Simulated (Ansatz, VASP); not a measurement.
# TiO2 (Rutile) in two plane-wave programs

One calculation is typed for both programs; each brings its own data sets. How far apart do they land? The cell is taken from a series of runs on this material, whose earlier steps may have relaxed, scaled, displaced or heated it; both programs get it as it stands.

Method: plane waves, with VASP 6.6.1 beside it; G0W0 gap at PBE, in Ansatz 0.2.0.

### Step 1. Set-up

It takes space group P4_2/mnm (No. 136, tetragonal). The conventional cell has a = 4.592 Å, b = 4.592 Å, c = 2.898 Å, α = 90.00°, β = 90.00°, γ = 90.00°. Ti has 6 O at 1.93 to 1.97 Å nearest. Nearest to O lie 3 Ti at 1.93 to 1.97 Å. Farther neighbours and most contacts between anions are not listed.

Coordinates:

```xyz
6
Lattice="4.5922 0.0000 0.0000 0.0000 4.5922 0.0000 0.0000 0.0000 2.8983" Properties=species:S:1:pos:R:3 pbc="T T T"
Ti    0.0000    0.0000    0.0000
Ti    2.2961    2.2961    1.4491
O     1.3927    1.3927    0.0000
O     0.9034    3.6888    1.4491
O     3.1995    3.1995    0.0000
O     3.6888    0.9034    1.4491
```

### Step 2. VASP: G0W0 gap, PBE

Quasiparticle shifts depend on high empty states and on the cores, so they are the hardest test of two PAW sets.

Lines of VASP's logs that name or quote its potential files are left out, and so is its time.

The run reads the wave functions of an earlier VASP run, which isn't shown here.

INCAR reads:

```
SYSTEM = TiO2
PREC = Accurate
ENCUT = 440
ISMEAR = 0
SIGMA = 0.01
LREAL = .FALSE.
GGA = PE
NBANDS = 264
LASPH = .TRUE.
ALGO = EVGW0
NELMGW = 1
ENCUTGW = 140
NOMEGA = 64
PRECFOCK = Fast
NBANDSGW = 32
LWAVE = .FALSE.
LCHARG = .FALSE.
```

POSCAR reads:

```
TiO2
1.0
    4.5922000000      0.0000000000      0.0000000000
    0.0000000000      4.5922000000      0.0000000000
    0.0000000000      0.0000000000      2.8982520000
Ti O
2 4
Direct
    0.0000000000      0.0000000000      0.0000000000
    0.5000000000      0.5000000000      0.5000000000
    0.3032846056      0.3032846056      0.0000000000
    0.1967153944      0.8032846056      0.5000000000
    0.6967153944      0.6967153944      0.0000000000
    0.8032846056      0.1967153944      0.5000000000
```

KPOINTS reads:

```
Automatic mesh
0
Gamma
4 4 6
0 0 0
```

Potentials, in the order of the species: Ti_sv_GW and O_GW (PBE family, release 64).

On the command line:

```console
> mpirun -np 8 vasp_std
```

Numbers of over 12 decimals in the logs are rounded to 6 here.

The program printed:

```text
[banner, memory and clock lines left out]
running    8 mpi-ranks, on    1 nodes
 distrk:  each k-point on    8 cores,    1 groups
 distr:  one band on    1 cores,    8 groups

 POSCAR found type information on POSCAR TiO
 POSCAR found :  2 types and       6 ions
|                                                                             |
|           W    W    AA    RRRRR   N    N  II  N    N   GGGG   !!!           |
|           W    W   A  A   R    R  NN   N  II  NN   N  G    G  !!!           |
|           W    W  A    A  R    R  N N  N  II  N N  N  G       !!!           |
|           W WW W  AAAAAA  RRRRR   N  N N  II  N  N N  G  GGG   !            |
|           WW  WW  A    A  R   R   N   NN  II  N   NN  G    G                |
|           W    W  A    A  R    R  N    N  II  N    N   GGGG   !!!           |
|                                                                             |
|     For optimal performance we recommend to set                             |
|       NCORE = 2 up to number-of-cores-per-socket                            |
|     NCORE specifies how many cores store one orbital (NPAR=cpu/NCORE).      |
|     This setting can greatly improve the performance of VASP for DFT.       |
|     The default, NCORE=1 might be grossly inefficient on modern             |
|     multi-core architectures or massively parallel machines. Do your        |
|     Unfortunately you need to use the default for GW and RPA                |
|     calculations (for HF NCORE is supported but not extensively tested      |
|     yet).                                                                   |
|                                                                             |

|                                                                             |
|           W    W    AA    RRRRR   N    N  II  N    N   GGGG   !!!           |
|           W    W   A  A   R    R  NN   N  II  NN   N  G    G  !!!           |
|           W    W  A    A  R    R  N N  N  II  N N  N  G       !!!           |
|           W WW W  AAAAAA  RRRRR   N  N N  II  N  N N  G  GGG   !            |
|           WW  WW  A    A  R   R   N   NN  II  N   NN  G    G                |
|           W    W  A    A  R    R  N    N  II  N    N   GGGG   !!!           |
|                                                                             |
|     The default for ENCUTGWSOFT is different in this version of VASP.       |
|     please manually set ENCUTGWSOFT =140 in the INCAR file.                 |
|                                                                             |

 LDA part: xc-table for (Slater+PW92), standard interpolation
 found WAVECAR, reading the header
 POSCAR, INCAR and KPOINTS ok, starting setup
 FFT: planning ... GRIDC
 FFT: planning ... GRID_SOFT
 FFT: planning ... GRID
 reading WAVECAR
 the WAVECAR file was read successfully
 initial charge from wavefunction
 available memory per node:     57.91 GB, setting MAXMEM to     59301

 The Fermi energy was updated, please check that it is located mid-gap
 values below the HOMO (VB) or above the LUMO (CB) will cause erroneous energies
 E-fermi :   5.9624

 calculate exact exchange contribution
 the WAVEDER file was read successfully
energies w=
    0.000    0.000    0.845    0.000    1.688    0.000    2.527    0.000
    3.360    0.000    4.186    0.000    5.004    0.000    5.812    0.000
    6.610    0.000    7.397    0.000    8.174    0.000    8.939    0.000
    9.693    0.000   10.438    0.000   11.173    0.000   11.900    0.000
   12.619    0.000   13.332    0.000   14.039    0.000   14.743    0.000
   15.444    0.000   16.145    0.000   16.846    0.000   17.549    0.000
   18.257    0.000   18.970    0.000   19.692    0.000   20.423    0.000
   21.167    0.000   21.927    0.000   22.703    0.000   23.501    0.000
   24.322    0.000   25.171    0.000   26.051    0.000   26.968    0.000
   27.926    0.000   28.930    0.000   29.989    0.000   31.109    0.000
   32.299    0.000   33.570    0.000   34.933    0.000   36.404    0.000
   38.000    0.000   39.741    0.000   41.654    0.000   43.768    0.000
   46.123    0.000   48.766    0.000   51.762    0.000   55.188    0.000
   59.151    0.000   63.790    0.000   69.300    0.000   75.953    0.000
   84.147    0.000   94.484    0.000  107.921    0.000  126.077    0.000
  151.934    0.000  191.627    0.000  260.157    0.000  406.406    0.000
 responsefunction array rank=     240
 LDA part: xc-table for (Slater+PW92), standard interpolation

 min. memory requirement per mpi rank    354.2 MB, per node   2833.5 MB

 allocating   8 responsefunctions rank=   240
 shmem allocating  64 responsefunctions rank=   240
 response function shared by NCSHMEM nodes    1
 Doing            8  frequencies on each core in blocks of           64
NQ=   1    0.0000    0.0000    0.0000,
|.........|.........|.........|.........|.........|.........|.........|.........
 performed       1511000 updates of chi_q(r,r)
 total number of BLAS operations        656.43 Gflops
NQ=   2    0.2500    0.0000    0.0000,
|.........|.........|.........|.........|.........|.........|.........|.........
 performed       3833000 updates of chi_q(r,r)
 total number of BLAS operations       1700.02 Gflops
NQ=   3    0.5000    0.0000    0.0000,
|.........|.........|.........|.........|.........|.........|.........|.........
 performed       5614000 updates of chi_q(r,r)
 total number of BLAS operations       2467.23 Gflops
NQ=   4    0.2500    0.2500    0.0000,
|.........|.........|.........|.........|.........|.........|.........|.........
 performed       7564000 updates of chi_q(r,r)
 total number of BLAS operations       3278.48 Gflops
NQ=   5    0.5000    0.2500    0.0000,
|.........|.........|.........|.........|.........|.........|.........|.........
 performed       9886000 updates of chi_q(r,r)
 total number of BLAS operations       4227.44 Gflops
NQ=   6    0.5000    0.5000    0.0000,
|.........|.........|.........|.........|.........|.........|.........|.........
 performed      11397000 updates of chi_q(r,r)
 total number of BLAS operations       4856.00 Gflops
NQ=   7    0.0000    0.0000    0.1667,
|.........|.........|.........|.........|.........|.........|.........|.........
 performed      13246000 updates of chi_q(r,r)
 total number of BLAS operations       5604.99 Gflops
NQ=   8    0.2500    0.0000    0.1667,
|.........|.........|.........|.........|.........|.........|.........|.........
 performed      15973000 updates of chi_q(r,r)
 total number of BLAS operations       6739.46 Gflops
NQ=   9    0.5000    0.0000    0.1667,
|.........|.........|.........|.........|.........|.........|.........|.........
 performed      18295000 updates of chi_q(r,r)
 total number of BLAS operations       7671.70 Gflops
NQ=  10    0.2500    0.2500    0.1667,
|.........|.........|.........|.........|.........|.........|.........|.........
 performed      20752000 updates of chi_q(r,r)
 total number of BLAS operations       8702.74 Gflops
NQ=  11    0.5000    0.2500    0.1667,
|.........|.........|.........|.........|.........|.........|.........|.........
 performed      23479000 updates of chi_q(r,r)
 total number of BLAS operations       9817.39 Gflops
NQ=  12    0.5000    0.5000    0.1667,
|.........|.........|.........|.........|.........|.........|.........|.........
 performed      25328000 updates of chi_q(r,r)
 total number of BLAS operations      10533.46 Gflops
NQ=  13    0.0000    0.0000    0.3333,
|.........|.........|.........|.........|.........|.........|.........|.........
 performed      27177000 updates of chi_q(r,r)
 total number of BLAS operations      11316.10 Gflops
NQ=  14    0.2500    0.0000    0.3333,
|.........|.........|.........|.........|.........|.........|.........|.........
 performed      29904000 updates of chi_q(r,r)
 total number of BLAS operations      12541.90 Gflops
NQ=  15    0.5000    0.0000    0.3333,
|.........|.........|.........|.........|.........|.........|.........|.........
 performed      32226000 updates of chi_q(r,r)
 total number of BLAS operations      13490.87 Gflops
NQ=  16    0.2500    0.2500    0.3333,
|.........|.........|.........|.........|.........|.........|.........|.........
 performed      34683000 updates of chi_q(r,r)
 total number of BLAS operations      14567.41 Gflops
NQ=  17    0.5000    0.2500    0.3333,
|.........|.........|.........|.........|.........|.........|.........|.........
 performed      37410000 updates of chi_q(r,r)
 total number of BLAS operations      15662.43 Gflops
NQ=  18    0.5000    0.5000    0.3333,
|.........|.........|.........|.........|.........|.........|.........|.........
 performed      39259000 updates of chi_q(r,r)
 total number of BLAS operations      16486.44 Gflops
NQ=  19    0.0000    0.0000    0.5000,
|.........|.........|.........|.........|.........|.........|.........|.........
 performed      40770000 updates of chi_q(r,r)
 total number of BLAS operations      17126.07 Gflops
NQ=  20    0.2500    0.0000    0.5000,
|.........|.........|.........|.........|.........|.........|.........|.........
 performed      43092000 updates of chi_q(r,r)
 total number of BLAS operations      18025.32 Gflops
NQ=  21    0.5000    0.0000    0.5000,
|.........|.........|.........|.........|.........|.........|.........|.........
 performed      44873000 updates of chi_q(r,r)
 total number of BLAS operations      18792.53 Gflops
NQ=  22    0.2500    0.2500    0.5000,
|.........|.........|.........|.........|.........|.........|.........|.........
 performed      46823000 updates of chi_q(r,r)
 total number of BLAS operations      19632.49 Gflops
NQ=  23    0.5000    0.2500    0.5000,
|.........|.........|.........|.........|.........|.........|.........|.........
 performed      49145000 updates of chi_q(r,r)
 total number of BLAS operations      20667.30 Gflops
NQ=  24    0.5000    0.5000    0.5000,
|.........|.........|.........|.........|.........|.........|.........|.........
 performed      50656000 updates of chi_q(r,r)
 total number of BLAS operations      21318.10 Gflops
 resolving degeneracies of screened two electron integrals

 calculate QP shifts <psi_nk| G(iteration)W_0 |psi_nk>: iteration 1
 entering main loop
```

Parts of OUTCAR (step 2):

```text
ion  position               nearest neighbor table
   1  0.000  0.000  0.000-   4 1.93   6 1.93   4 1.93   6 1.93   5 1.97   3 1.97
   2  0.500  0.500  0.500-   3 1.93   5 1.93   3 1.93   5 1.93   4 1.97   6 1.97
   3  0.303  0.303  0.000-   2 1.93   2 1.93   1 1.97
   4  0.197  0.803  0.500-   1 1.93   1 1.93   2 1.97
   5  0.697  0.697  0.000-   2 1.93   2 1.93   1 1.97
   6  0.803  0.197  0.500-   1 1.93   1 1.93   2 1.97

  LATTYP: Found a simple tetragonal cell.
 ALAT       =     4.5922000000
 C/A-ratio  =     0.6311249510

 Subroutine GETGRP returns: Found 16 space group operations
 (whereof  8 operations were pure point group operations)

The static configuration has the point symmetry D_2h.
 The point group associated with its full space group is D_4h.

 Found     24 irreducible k-points:

   k-points           NKPTS =     24   k-points in BZ     NKDIM =     96   number of bands    NBANDS=    264

   dimension x,y,z NGX =    32 NGY =   32 NGZ =   20
   dimension x,y,z NGXF=    64 NGYF=   64 NGZF=   40

   ENCUT  =  440.0 eV  32.34 Ry    5.69 a.u.   7.85  7.85  4.96*2*pi/ulx,y,z

   NELECT =      48.0000    total number of electrons

  energy-cutoff  :      440.00
  volume of cell :       61.12
      direct lattice vectors                 reciprocal lattice vectors
     4.592200000  0.000000000  0.000000000     0.217760550  0.000000000  0.000000000
     0.000000000  4.592200000  0.000000000     0.000000000  0.217760550  0.000000000
     0.000000000  0.000000000  2.898252000     0.000000000  0.000000000  0.345035559

 k-points in reciprocal lattice and weights: Automatic mesh
   0.00000000  0.00000000  0.00000000       0.010
   0.25000000  0.00000000  0.00000000       0.042
   0.50000000  0.00000000  0.00000000       0.021
   0.25000000  0.25000000  0.00000000       0.042
   0.50000000  0.25000000  0.00000000       0.042
   0.50000000  0.50000000  0.00000000       0.010
   0.00000000  0.00000000  0.16666667       0.021
   0.25000000  0.00000000  0.16666667       0.083
   0.50000000  0.00000000  0.16666667       0.042
[...]
0.50000000  0.25000000  0.50000000       0.042
   0.50000000  0.50000000  0.50000000       0.010

 E-fermi :   5.9624

 QP shifts <psi_nk| G(iteration)W_0 |psi_nk>: iteration 1
 for sc-GW calculations column KS-energies equals QP-energies in previous step
 and V_xc(KS)=  KS-energies - (<T + V_ion + V_H > + <T+V_H+V_ion>^1  + <V_x>^1)
 k-point   1 :       0.0000    0.0000    0.0000
  band No.  KS-energies  QP-energies   sigma(KS)   V_xc(KS)     V^pw_x(r,r')   Z            occupation Imag(sigma)
    ...
     21       4.3766       4.1075     -20.9750     -20.6034     -25.3639       0.7244       2.0000       0.2601
     22       4.5405       4.3144     -20.7277     -20.4134     -25.0561       0.7195       2.0000       0.2645
     23       4.5405       4.3144     -20.7277     -20.4134     -25.0561       0.7195       2.0000       0.2645
     24       5.0124       4.8048     -20.4797     -20.1871     -24.9285       0.7093       2.0000       0.2798
     25       6.9125       8.2539     -17.7485     -19.6138     -11.3727       0.7191       0.0000      -0.3057
     26       7.1621       8.4222     -17.5556     -19.3027     -11.4534       0.7213       0.0000      -0.3014
     27       7.5528       8.8440     -18.0934     -19.9440     -11.4958       0.6977       0.0000      -0.3422
     28       7.6659       9.0249     -18.3731     -20.3158     -11.4984       0.6995       0.0000      -0.3521
    ...

 k-point   2 :       0.2500    0.0000    0.0000
  band No.  KS-energies  QP-energies   sigma(KS)   V_xc(KS)     V^pw_x(r,r')   Z            occupation Imag(sigma)
    ...
     21       3.5273       3.2519     -19.7245     -19.3381     -23.9336       0.7127       2.0000       0.3063
     22       4.0229       3.7628     -20.6107     -20.2512     -24.8176       0.7234       2.0000       0.2641
     23       4.1746       3.9381     -20.1496     -19.8168     -24.5091       0.7106       2.0000       0.2932
     24       4.7846       4.5407     -20.2866     -19.9424     -24.8395       0.7086       2.0000       0.2908
     25       7.2187       8.5273     -17.9907     -19.8212     -11.7304       0.7149       0.0000      -0.3158
     26       7.5168       8.7448     -17.8510     -19.5868     -11.7049       0.7075       0.0000      -0.3255
     27       7.8975       9.2398     -18.6030     -20.5330     -11.7110       0.6954       0.0000      -0.3681
     28       7.9655       9.2924     -18.7386     -20.6539     -11.9361       0.6928       0.0000      -0.3689
    ...

 k-point   3 :       0.5000    0.0000    0.0000
  band No.  KS-energies  QP-energies   sigma(KS)   V_xc(KS)     V^pw_x(r,r')   Z            occupation Imag(sigma)
    ...
     21       3.4575       3.1563     -20.1995     -19.7794     -24.4864       0.7169       2.0000       0.2896
     22       3.4575       3.1563     -20.1995     -19.7794     -24.4864       0.7169       2.0000       0.2896
     23       4.2644       3.9743     -19.8722     -19.4605     -24.5023       0.7045       2.0000       0.3145
     24       4.2644       3.9743     -19.8722     -19.4605     -24.5023       0.7045       2.0000       0.3145
     25       7.5962       8.8661     -18.1047     -19.9089     -11.7859       0.7038       0.0000      -0.3387
     26       7.5962       8.8661     -18.1047     -19.9089     -11.7859       0.7038       0.0000      -0.3387
     27       8.1986       9.5138     -18.9442     -20.8597     -12.0167       0.6866       0.0000      -0.3948
     28       8.1986       9.5138     -18.9442     -20.8597     -12.0167       0.6866       0.0000      -0.3948
    ...

 k-point   4 :       0.2500    0.2500    0.0000
  band No.  KS-energies  QP-energies   sigma(KS)   V_xc(KS)     V^pw_x(r,r')   Z            occupation Imag(sigma)
    ...
     21       3.2816       2.9352     -20.1443     -19.6602     -24.6217       0.7157       2.0000       0.3041
     22       3.8273       3.5773     -19.9680     -19.6179     -24.1258       0.7141       2.0000       0.2914
     23       3.9530       3.6567     -20.6378     -20.2272     -25.0215       0.7216       2.0000       0.2730
     24       4.6111       4.3638     -20.3557     -20.0078     -24.8620       0.7105       2.0000       0.2861
     25       6.9702       8.2942     -17.7591     -19.6001     -11.4930       0.7192       0.0000      -0.3019
     26       7.6309       8.8865     -18.0617     -19.8460     -11.7692       0.7037       0.0000      -0.3397
     27       7.6763       9.0372     -18.3862     -20.3332     -11.4895       0.6989       0.0000      -0.3540
     28       8.2032       9.5165     -18.9565     -20.8709     -12.0357       0.6860       0.0000      -0.3949
    ...

[... 4 further parts left out ...]
```

This run has no spin polarisation, so a moment on Ti, if there is one, isn't seen.

[end of part 1 of 2]

[Lines on the potential files, build, host, timing and source positions are cut from VASP's logs without a mark.]

[Logs are printed without paths, hosts, clocks, repeated set-up lines and the standing remarks that a program may print on its own settings, such as how far it seeks lower states.]

[Hosts, paths, dates, database ids (printed as entryN), source tags and the programs' standing remarks are cut or masked in the printed files.]
